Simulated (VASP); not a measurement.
# GeRu2C with LDA: from relaxation to properties, part 2 of 2

What structure does GeRu2C take at this level, and what are its properties? The cell is invented: it takes the structure of COD entry 1539492, ZrC (space group 225 there), with some of its atoms replaced by other elements, volume scaled by an estimate. It may not be a known or stable phase.

VASP 6.6.1, plane waves and PAW; the level of theory is named at each step.

So far. Step 5 (Band structure (LDA)): There is no gap at this level. Step 6 (Density of states (LDA)): The finer mesh and the other smearing move the Fermi level by -0.00 eV from the 8×8×8 run, a small shift, which tests the Fermi level alone. Of the states within 0.3 eV of the Fermi level, the largest shares in the PAW spheres are Ru d 76 %. The rest lies in smaller channels or between the spheres.

## 7. Core-level energies (LDA)

Core levels shift with the potential at each site, so they tell like atoms on unlike sites apart.

The input, INCAR:

```
SYSTEM = GeRu2C
PREC = Accurate
ENCUT = 520
EDIFF = 1E-06
NELM = 100
ISMEAR = 0
SIGMA = 0.05
LREAL = .FALSE.
ALGO = Normal
GGA = CA
NBANDS = 29
LORBIT = 11
LWAVE = .FALSE.
LCHARG = .FALSE.
KPAR = 2
ICORELEVEL = 1
```

The input, POSCAR:

```
GeRu2C
1.0
    1.4601751065      0.8430326957      6.3939829417
   -1.4601751065      0.8430326957      6.3939829417
    0.0000000000     -1.6860653913      6.3939829417
Ru Ge C
2 1 1
Direct
    0.7701896776      0.7701896776      0.7701896776
    0.2298103224      0.2298103224      0.2298103224
    0.0000000000      0.0000000000      0.0000000000
    0.5000000000      0.5000000000      0.5000000000
```

The input, KPOINTS:

```
Automatic mesh
0
Gamma
8 8 8
0 0 0
```

The projector-augmented-wave data sets are Ru_pv, Ge_d and C (LDA family, release 64).

On the command line:

```sh
mpirun -np 2 vasp_std
```

It took 2.3 min on 2 MPI ranks of Intel Xeon Platinum 8259CL at 2.50GHz (Skylake/Cascade Lake), shared host; peak memory 0.67 GiB.

These are scalar-relativistic Kohn-Sham levels of the ground state, with no core hole, so they are not binding energies.

Numbers from this step:

- SCF cycles: 14
- bands: 29
- irreducible k-points: 65
- free energy (TOTEN): -36.00 eV
- Fermi energy: 11.69 eV
- pressure: -0.02005 GPa

Kohn-Sham core levels. Core levels, by row:

| atom | shell | level below the Fermi level (eV) |
| --- | --- | --- |
| Ru1 | 1s | 21810 |
| Ru1 | 2s | 3137 |
| Ru1 | 2p | 2814 |
| Ru1 | 3s | 549.2 |
| Ru1 | 3p | 442.6 |
| Ru1 | 3d | 270 |
| Ru1 | 4s | 72.59 |
| Ru2 | 1s | 21810 |
| Ru2 | 2s | 3137 |
| Ru2 | 2p | 2814 |
| Ru2 | 3s | 549.2 |
| Ru2 | 3p | 442.6 |
| Ru2 | 3d | 270 |
| Ru2 | 4s | 72.59 |
| Ge3 | 1s | 10900 |
| Ge3 | 2s | 1361 |
| Ge3 | 2p | 1191 |
| Ge3 | 3s | 162.6 |
| Ge3 | 3p | 110.5 |
| C4 | 1s | 264.2 |

Atoms of one element give levels within 0.1 eV of each other.

## 8. Band structure (TB-mBJ)

This step: TB-mBJ; plane waves and PAW (Ru_pv, Ge_d, C); invented cell (VASP 6.6.1).

Levels along the symmetry lines show where the bands peak and cross; KPOINTS_OPT computes them in the converged potential. TB-mBJ is a local potential fitted to gaps: it costs far less than a hybrid but gives no energy.

The input, INCAR:

```
SYSTEM = GeRu2C
PREC = Accurate
ENCUT = 520
EDIFF = 1E-06
NELM = 150
ISMEAR = 0
SIGMA = 0.05
LREAL = .FALSE.
ALGO = Normal
METAGGA = MBJ
LASPH = .TRUE.
NBANDS = 37
LORBIT = 11
LWAVE = .FALSE.
LCHARG = .FALSE.
KPAR = 2
```

POSCAR is that of step 7.

KPOINTS is that of step 7.

The input, KPOINTS_OPT:

```
Line mode
16
Line-mode
Reciprocal
  0.00000000   0.00000000   0.00000000 GAMMA
  0.50000000   0.00000000   0.00000000 L

  0.50000000   0.00000000   0.00000000 L
  0.50000000   0.17825590  -0.17825590 B1

  0.82174410   0.50000000   0.17825590 B
  0.50000000   0.50000000   0.50000000 Z

  0.50000000   0.50000000   0.50000000 Z
  0.00000000   0.00000000   0.00000000 GAMMA

  0.00000000   0.00000000   0.00000000 GAMMA
  0.33912795   0.00000000  -0.33912795 X

  0.66087205   0.33912795   0.00000000 Q
  0.50000000   0.50000000   0.00000000 F

  0.50000000   0.50000000   0.00000000 F
  0.66087205   0.66087205   0.17825590 P1

  0.66087205   0.66087205   0.17825590 P1
  0.50000000   0.50000000   0.50000000 Z

  0.50000000   0.00000000   0.00000000 L
  0.82174410   0.33912795   0.33912795 P
```

On the command line:

```sh
mpirun -np 2 vasp_std
```

Run time: 19 min. Hardware: 2 MPI ranks; peak memory 1 GiB.

This functional is a potential without an energy, so its energies, forces and stress mean nothing and are not read. The PAW data sets were made with LDA, a small mismatch for this functional.

Numbers from this step:

* SCF cycles: 51
* bands: 37
* Fermi energy: 12.09 eV

Electronic bands along the path, in eV, zero at the Fermi level; # counts the bands kept in this run:

```csv
point,#8,#9,#10,#11,#12,#13,#14,#15
Γ,-2.66,-1.65,-1.65,-0.96,-0.96,1.51,3.14,3.19
0.53 of the way,-1.92,-1.82,-1.10,-0.79,-0.67,2.30,2.79,3.16
L,-1.65,-0.86,0.04,0.33,0.38,1.25,2.12,3.14
0.47 of the way,-2.68,-1.06,-0.01,0.10,1.07,1.18,2.75,2.85
B1,-1.95,-1.67,-1.26,0.42,0.53,0.94,2.73,2.80
jump to B,-1.95,-1.67,-1.26,0.42,0.53,0.94,2.73,2.80
0.47 of the way,-2.04,-1.71,-1.30,-0.92,1.43,1.83,2.61,2.68
Z,-2.69,-1.75,-1.75,-1.01,-1.01,1.34,3.17,3.18
0.47 of the way,-2.67,-1.71,-1.71,-0.99,-0.99,1.41,3.16,3.18
Γ,-2.66,-1.65,-1.65,-0.96,-0.96,1.51,3.14,3.19
0.47 of the way,-3.10,-1.61,-1.01,-0.78,-0.23,2.74,2.94,3.22
X,-2.00,-1.60,-1.24,0.45,0.54,0.92,2.49,2.95
jump to Q,-2.00,-1.60,-1.24,0.45,0.54,0.92,2.49,2.95
0.47 of the way,-1.91,-1.58,-0.78,0.18,0.97,1.20,2.32,2.57
F,-1.31,-1.04,-0.24,-0.04,0.39,1.73,2.04,2.11
0.53 of the way,-1.22,-1.09,-0.25,-0.04,0.38,1.70,2.08,2.21
P1,-1.20,-1.05,-0.25,-0.03,0.37,1.64,2.17,2.42
0.53 of the way,-2.23,-1.90,-1.57,-0.76,-0.07,2.07,2.86,3.19
Z,-2.69,-1.75,-1.75,-1.01,-1.01,1.34,3.17,3.18
jump to L,-1.65,-0.86,0.04,0.33,0.38,1.25,2.12,3.14
0.53 of the way,-1.49,-0.84,-0.04,0.02,0.38,1.49,2.14,3.10
P,-1.20,-1.05,-0.25,-0.03,0.37,1.64,2.17,2.42
```

Of the projections kept (Ru, Ge, C), the largest for each band there, as a share of the weight inside these atoms' spheres; weight between the spheres isn't counted:

```
point       #8       #9      #10      #11      #12      #13      #14      #15
    Γ  Ru 1.00  Ru 0.99  Ru 0.99  Ru 0.98  Ru 0.98  Ru 0.55  Ru 1.00  Ru 1.00
    L  Ru 0.91  Ru 0.86  Ru 0.98  Ru 0.72  Ru 1.00  Ru 0.92  Ru 0.80  Ru 1.00
   B1  Ru 0.87  Ru 0.90  Ru 0.84  Ru 0.82  Ru 0.80  Ru 0.86  Ru 0.90  Ru 0.89
    B  Ru 0.87  Ru 0.90  Ru 0.84  Ru 0.82  Ru 0.80  Ru 0.86  Ru 0.90  Ru 0.89
    Z  Ru 0.99  Ru 0.98  Ru 0.98  Ru 0.97  Ru 0.97  Ru 0.69  Ru 1.00  Ru 1.00
    Γ  Ru 1.00  Ru 0.99  Ru 0.99  Ru 0.98  Ru 0.98  Ru 0.55  Ru 1.00  Ru 1.00
```

There is no gap at this level.

## 9. Field gradients at the nuclei (LDA)

This step: LDA; plane waves and PAW (Ru_pv, Ge_d, C); invented cell (VASP 6.6.1).

Field gradients probe how far the charge around each nucleus departs from cubic symmetry; LASPH keeps the non-spherical terms inside the spheres.

The input, INCAR:

```
SYSTEM = GeRu2C
PREC = Accurate
ENCUT = 520
EDIFF = 1E-07
NELM = 100
ISMEAR = 0
SIGMA = 0.05
LREAL = .FALSE.
ALGO = Normal
GGA = CA
NBANDS = 29
LORBIT = 11
LWAVE = .FALSE.
LCHARG = .FALSE.
KPAR = 2
LEFG = .TRUE.
LASPH = .TRUE.
```

POSCAR is that of step 8.

KPOINTS is that of step 8.

On the command line:

```sh
mpirun -np 2 vasp_std
```

It took 3 min on 2 MPI ranks; peak memory 0.66 GiB; 6.1 min of CPU time.

Numbers from this step:

- SCF cycles: 15
- bands: 29
- Fermi energy: 11.69 eV
- pressure: -0.03401 GPa

Electric field gradients, by row:

| atom | Vxx (V/Å²) | Vyy (V/Å²) | Vzz (V/Å²) | asymmetry |
| --- | --- | --- | --- | --- |
| Ru1 | 1.991 | 1.981 | -3.971 | 0.002 |
| Ru2 | 1.991 | 1.981 | -3.971 | 0.002 |
| Ge3 | 82.72 | 82.72 | -165.4 | 0 |
| C4 | 0.151 | 0.151 | -0.302 | 0 |

The largest gradient, -165.45 V/Å², sits on Ge3; times the quadrupole moment of a nucleus that has one, it gives the coupling that NMR and NQR see.

## 10. Volume scan with LDA, volume scale 0.94

An equation of state needs energies on both sides of the minimum, all on one mesh and cutoff.

Edit INCAR of step 9 so:

```diff
@@ -3,3 +3,3 @@
 ENCUT = 520
-EDIFF = 1E-07
+EDIFF = 1E-06
 NELM = 100
@@ -15,3 +15,2 @@
 KPAR = 2
-LEFG = .TRUE.
-LASPH = .TRUE.
+ISIF = 2
```

The input, POSCAR:

```
GeRu2C
1.0
    1.4303672506      0.8258231179      6.2634568691
   -1.4303672506      0.8258231179      6.2634568691
    0.0000000000     -1.6516462357      6.2634568691
Ru Ge C
2 1 1
Direct
    0.7701896776      0.7701896776      0.7701896776
    0.2298103224      0.2298103224      0.2298103224
    0.0000000000      0.0000000000      0.0000000000
    0.5000000000      0.5000000000      0.5000000000
```

KPOINTS is that of step 9.

On the command line:

```sh
mpirun -np 2 vasp_std
```

Elapsed: 2.4 min, on 2 MPI ranks; peak memory 0.61 GiB; 4.7 min of CPU time.

The scan keeps the cell's shape and the fractional positions fixed.

Numbers from this step:

```yaml
scf_cycles: 14
free_energy_toten: -35.83 eV
energy_at_zero_smearing: -35.83 eV
fermi_energy: 12.76 eV
pressure: 20.70 GPa
```

Force by atom:

| atom | x (eV/Å) | y (eV/Å) | z (eV/Å) | size |
| --- | --- | --- | --- | --- |
| Ru1 | 0.000 | 0.000 | -0.675 | 0.675 |
| Ru2 | 0.000 | 0.000 | 0.675 | 0.675 |
| Ge3 | 0.000 | 0.000 | 0.000 | 0.000 |
| C4 | 0.000 | 0.000 | 0.000 | 0.000 |

The pressure here is 20.70 GPa.

## 11. Volume scan with LDA, volume scale 0.96

INCAR is that of step 10.

The input, POSCAR:

```
GeRu2C
1.0
    1.4404405913      0.8316389653      6.3075671736
   -1.4404405913      0.8316389653      6.3075671736
    0.0000000000     -1.6632779305      6.3075671736
Ru Ge C
2 1 1
Direct
    0.7701896776      0.7701896776      0.7701896776
    0.2298103224      0.2298103224      0.2298103224
    0.0000000000      0.0000000000      0.0000000000
    0.5000000000      0.5000000000      0.5000000000
```

KPOINTS is that of step 10.

On the command line:

```sh
mpirun -np 2 vasp_std
```

Wall time 3 min (2 MPI ranks); peak memory 0.65 GiB; 5.9 min of CPU time.

Numbers from this step:

- free energy (TOTEN): -35.93 eV
- energy at zero smearing: -35.93 eV
- Fermi energy: 12.39 eV
- pressure: 13.01 GPa

Force by atom:

```csv
atom,x (eV/Å),y (eV/Å),z (eV/Å),size
Ru1,0.000,0.000,-0.431,0.431
Ru2,0.000,0.000,0.431,0.431
Ge3,0.000,0.000,0.000,0.000
C4,0.000,0.000,0.000,0.000
```

The pressure falls from 20.70 to 13.01 GPa.

The run ends at a pressure of 13.01 GPa, with forces up to 0.43 eV/Å.

## 12. Volume scan with LDA, volume scale 0.98

INCAR is that of step 11.

The input, POSCAR:

```
GeRu2C
1.0
    1.4503749783      0.8373745877      6.3510690115
   -1.4503749783      0.8373745877      6.3510690115
    0.0000000000     -1.6747491752      6.3510690115
Ru Ge C
2 1 1
Direct
    0.7701896776      0.7701896776      0.7701896776
    0.2298103224      0.2298103224      0.2298103224
    0.0000000000      0.0000000000      0.0000000000
    0.5000000000      0.5000000000      0.5000000000
```

KPOINTS is that of step 11.

On the command line:

```sh
mpirun -np 2 vasp_std
```

It took 2.9 min on 2 MPI ranks; peak memory 0.66 GiB; 5.7 min of CPU time.

The pressure falls from 13.01 to 6.13 GPa.

The run ends at a pressure of 6.13 GPa, with forces up to 0.21 eV/Å.

## 13. Volume scan with LDA, volume scale 1

INCAR is that of step 12.

The input, POSCAR:

```
GeRu2C
1.0
    1.4601751065      0.8430326957      6.3939829417
   -1.4601751065      0.8430326957      6.3939829417
    0.0000000000     -1.6860653913      6.3939829417
Ru Ge C
2 1 1
Direct
    0.7701896776      0.7701896776      0.7701896776
    0.2298103224      0.2298103224      0.2298103224
    0.0000000000      0.0000000000      0.0000000000
    0.5000000000      0.5000000000      0.5000000000
```

KPOINTS is that of step 12.

On the command line:

```sh
mpirun -np 2 vasp_std
```

Elapsed: 2.8 min, on 2 MPI ranks; peak memory 0.65 GiB.

The pressure falls from 6.13 to -0.02 GPa.

The run ends at a pressure of -0.02 GPa, with forces up to 0.0049 eV/Å.

## 14. Volume scan with LDA, volume scale 1.02

INCAR is that of step 13.

The input, POSCAR:

```
GeRu2C
1.0
    1.4698454221      0.8486158564      6.4363284337
   -1.4698454221      0.8486158564      6.4363284337
    0.0000000000     -1.6972317127      6.4363284337
Ru Ge C
2 1 1
Direct
    0.7701896776      0.7701896776      0.7701896776
    0.2298103224      0.2298103224      0.2298103224
    0.0000000000      0.0000000000      0.0000000000
    0.5000000000      0.5000000000      0.5000000000
```

KPOINTS is that of step 13.

On the command line:

```sh
mpirun -np 2 vasp_std
```

The job ended after 3 min (2 MPI ranks; peak memory 0.66 GiB).

The pressure falls from -0.02 to -5.51 GPa.

The run ends at a pressure of -5.51 GPa, with forces up to 0.20 eV/Å.

## 15. Volume scan with LDA, volume scale 1.04

INCAR is that of step 14.

The input, POSCAR:

```
GeRu2C
1.0
    1.4793901404      0.8541265034      6.4781239452
   -1.4793901404      0.8541265034      6.4781239452
    0.0000000000     -1.7082530067      6.4781239452
Ru Ge C
2 1 1
Direct
    0.7701896776      0.7701896776      0.7701896776
    0.2298103224      0.2298103224      0.2298103224
    0.0000000000      0.0000000000      0.0000000000
    0.5000000000      0.5000000000      0.5000000000
```

KPOINTS is that of step 14.

On the command line:

```sh
mpirun -np 2 vasp_std
```

Wall time 2.9 min (2 MPI ranks); peak memory 0.66 GiB.

The pressure falls from -5.51 to -10.40 GPa.

The run ends at a pressure of -10.40 GPa, with forces up to 0.38 eV/Å.

## 16. Volume scan with LDA, volume scale 1.06

A prediction first. A least-squares parabola for the 6 pressures of evenly scaled cells so far, P = -0.03 -291.4 t +703 t² GPa with t = ln(V/V₁) and V₁ the volume at scale 1, gives -14.63 GPa at t = +0.0583.

INCAR is that of step 15.

The input, POSCAR:

```
GeRu2C
1.0
    1.4888132616      0.8595669463      6.5193869937
   -1.4888132616      0.8595669463      6.5193869937
    0.0000000000     -1.7191338924      6.5193869937
Ru Ge C
2 1 1
Direct
    0.7701896776      0.7701896776      0.7701896776
    0.2298103224      0.2298103224      0.2298103224
    0.0000000000      0.0000000000      0.0000000000
    0.5000000000      0.5000000000      0.5000000000
```

KPOINTS is that of step 15.

On the command line:

```sh
mpirun -np 2 vasp_std
```

The job ended after 2.6 min (2 MPI ranks; peak memory 0.67 GiB).

The pressure falls from -10.40 to -14.76 GPa. The parabola predicted -14.63 GPa, +0.14 GPa off.

## 17. Side by side

Times are for 2 MPI ranks of Intel Xeon Platinum 8259CL at 2.50GHz (Skylake/Cascade Lake), shared host. Results by setting:

| no. | volume scale | energy above the lowest point (meV/atom) | pressure (GPa) | time | memory (GiB) |
| --- | --- | --- | --- | --- | --- |
| 1 | 0.94 | 43.67 | 20.70 | 2.4 min | 0.61 |
| 2 | 0.96 | 18.76 | 13.01 | 3 min | 0.65 |
| 3 | 0.98 | 4.58 | 6.126 | 2.9 min | 0.66 |
| 4 | 1 | 0 | -0.02005 | 2.8 min | 0.65 |
| 5 | 1.02 | 4 | -5.505 | 3 min | 0.66 |
| 6 | 1.04 | 15.65 | -10.40 | 2.9 min | 0.66 |
| 7 | 1.06 | 34.12 | -14.76 | 2.6 min | 0.67 |

## 18. Fit for LDA

This step: Birch-Murnaghan fit, LDA; plane waves and PAW; invented cell (VASP 6.6.1).

This step runs nothing: it gathers the runs above.

Numbers from this step:

```
pressure derivative of the bulk modulus : 4.652
r.m.s. error of the fit                 : 4.18e-6 eV/atom
minimum inside the sampled range        : yes
bulk modulus                            : 290.0 GPa
equilibrium volume of the fit           : 11.81 Å³/atom
```

The energy above the fitted minimum by volume:

```csv
volume (Å³/atom),energy above the fitted minimum (eV/atom)
11.098,0.0437
11.334,0.0188
11.570,0.00457
11.806,-3.8e-6
12.042,0.00399
12.278,0.0156
12.515,0.0341
```

The fit over cells of fixed shape and fractional positions puts the volume +0.03 % from the relaxed one. The atoms bear forces along the scan, since they were held; freeing them would lower the modulus.

## 19. Summary of results

| Property | Result |
| --- | --- |
| relaxed volume | 11.81 Å³/atom |
| relaxed conventional cell a, b, c | 2.920, 2.920, 19.182 Å; angles 90.0, 90.0, 120.0° |
| space group after relaxing, within 0.02 Å | R-3m (No. 166) |
| band gap | none, a metal |
| DOS at the Fermi level | 3.06 states/eV/cell |
| shallowest level of the frozen cores | Ru1 4s, 72.6 eV deep |
| band gap (TB-mBJ) | none, a metal |
| largest field gradient Vzz | -165.45 V/Å² on Ge3 |
| bulk modulus from the fit | 290 GPa |
| volume from the fit | 11.8 Å³/atom |

In words: With LDA, GeRu2C relaxes to 11.81 Å³/atom in space group R-3m (held by the symmetry of the run), comes out as a metal and has a bulk modulus of 290 GPa at fixed shape and positions, an upper bound. Band structure (LDA): Of the bands kept, 3 cross the Fermi level on this path. Band structure (TB-mBJ): Of the bands kept, 3 cross the Fermi level on this path. The other levels ran on the cell relaxed with LDA, and without spin-orbit coupling unless named. Spin-orbit coupling is left out; it would split some degenerate bands. No search among competing phases was made. All values are for a static lattice at zero temperature.

[Lines on the potential files, build, host, timing and source positions are cut from VASP's logs without a mark.]

[Logs are printed without paths, hosts, clocks, repeated set-up lines and the standing remarks that a program may print on its own settings, such as how far it seeks lower states.]

[Hosts, paths, dates, database ids (printed as entryN), source tags and the programs' standing remarks are cut or masked in the printed files.]

[A measured line is paired with the nearest computed mode of its activity, which favours agreement.]

[In band tables of VASP the shares of atoms and orbitals are scaled to a sum of 1 inside the atoms' spheres.]
